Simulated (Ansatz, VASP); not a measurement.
# One calculation of WI, two programs

INCAR

```
SYSTEM = WI
  PREC = Accurate
  ENCUT = 520
  EDIFF = 1E-7
  ISMEAR = 0
  SIGMA = 0.1
  LREAL = .False.
  LASPH = .True.
  NELM = 60
  ALGO = Normal
  ISIF = 2
  LWAVE = .False.
  LCHARG = .False.
  GGA = PE
  NBANDS = 18
```

Contents of KPOINTS:

```
Automatic mesh
0
Gamma
  6 6 6
  0 0 0
```

Contents of POSCAR:

```
WI
1.0
    0.0000000000      3.1971494245      3.1971494245
    3.1971494245      0.0000000000      3.1971494245
    3.1971494245      3.1971494245      0.0000000000
W I
1 1
Direct
    0.0000000000      0.0000000000      0.0000000000
    0.7500000000      0.7500000000      0.7500000000
```

Input for Ansatz:

```yaml
crystal:
  lattice:
    - [0.0, 3.1971494245, 3.1971494245]
    - [3.1971494245, 0.0, 3.1971494245]
    - [3.1971494245, 3.1971494245, 0.0]
  atoms:
    - { symbol: W, position: [0.0, 0.0, 0.0] }
    - { symbol: I, position: [0.75, 0.75, 0.75] }
basis:
  ecutwfc: 420
kpoints:
  mp_grid: { grid: [6, 6, 6] }
hamiltonian:
  xc: pbe
scf:
  occupations: { method: gaussian, width: 0.1 }
  lower_state_search: "off"
output:
  forces: true
  stress: true
  eigenvalues: true
```

Alike in both runs: task single point; functional PBE; k mesh 6 × 6 × 6; occupations gaussian, width 0.1 eV; no spin polarisation.

|  | VASP | Ansatz |
| --- | --- | --- |
| version | VASP 6.6.1 | Ansatz 0.2.0 |
| potentials or method | VASP PAW PBE potentials, release 64 (W_sv, I) | scalar-relativistic, plane waves, PAW |
| plane-wave cutoff (eV) | 520 | 420 |
| valence electrons in the cell | 21 | 31 |

|  | VASP | Ansatz | Ansatz less VASP |
| --- | --- | --- | --- |
| gap on the k mesh at the Fermi level (eV) | none | none | - |
| pressure (GPa) | -10.4 | -10.4 | +0.04 |

A gap of «none» marks a metal or a gap that the smearing closes. With one functional, cell and mesh, what is left measures potentials, basis and numerics. The two sets of potentials don't hold the same shells in valence.

Caveats: an odd number of electrons without spin polarisation forces a metal; a magnetic or distorted state may lie lower. Spin-orbit coupling is left out, which matters for the levels of I, W.
